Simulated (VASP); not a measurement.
An input for Quantum ESPRESSO's pw.x (written as the equivalent of a VASP run, and not itself run):

```
&CONTROL
  calculation = 'vc-relax'
  pseudo_dir = './pseudo'
  outdir = './out'
  tprnfor = .true.
  tstress = .true.
  nstep = 50
  forc_conv_thr = 0.00039
/
&SYSTEM
  ibrav = 0
  nat = 2
  ntyp = 2
  ecutwfc = 76
  occupations = 'smearing'
  smearing = 'fermi-dirac'
  degauss = 0.003675
  input_dft = 'pbesol'
/
&ELECTRONS
  conv_thr = 7.3e-08
  electron_maxstep = 100
/
&IONS
/
&CELL
/
ATOMIC_SPECIES
  Cs 132.905 Cs.upf
  Au 196.967 Au.upf
CELL_PARAMETERS angstrom
     4.1830600    0.0000000    0.0000000
     0.0000000    4.1830600    0.0000000
     0.0000000    0.0000000    4.1830600
ATOMIC_POSITIONS crystal
  Cs   0.0000000  0.0000000  0.0000000
  Au   0.5000000  0.5000000  0.5000000
K_POINTS automatic
  6 6 6 0 0 0
```

Q: Write the VASP files for the same calculation (PBEsol).

A: Several could match; the one computed here: 
### KPOINTS
```
K-points
0
gamma
  6 6 6
```

### INCAR
```
ALGO = Normal
EDIFF = 1E-6
EDIFFG = -0.01
ENCUT = 300
GGA = PS
IBRION = 2
ISIF = 3
ISMEAR = -1
LASPH = .TRUE.
LCHARG = .FALSE.
LMAXMIX = 6
LREAL = .FALSE.
LWAVE = .FALSE.
NELM = 100
NSW = 50
PREC = Accurate
SIGMA = 0.05
SYSTEM = CsAu
```

### POSCAR
```
CsAu
1.0
  4.1830600000   0.0000000000   0.0000000000
  0.0000000000   4.1830600000   0.0000000000
  0.0000000000   0.0000000000   4.1830600000
Cs Au
1 1
Cart
  0.0000000000   0.0000000000   0.0000000000
  2.0915300000   2.0915300000   2.0915300000
```

POTCAR, in this order: Cs_sv Au (PBE.64 set). Program: vasp_std.

Limits of the translation: the potentials are each code's own (VASP's PAW set, PseudoDojo norm-conserving files in pw.x), so ENCUT and ecutwfc are chosen apart and not converted; conv_thr bounds pw.x's estimated SCF error, while EDIFF bounds the energy change between steps; forc_conv_thr acts on force components and is met together with etot_conv_thr.

The structure comes from a computed database's CsAu entry (Pm-3m); how it stands against other phases isn't given here. This run relaxes it. Symmetry was kept, so distortions that lower it aren't found. The run is one of a series of settings (EDIFFG = -0.01, IBRION = 2, ISIF = 3, NSW = 50 against the base run), some of them coarse on purpose.
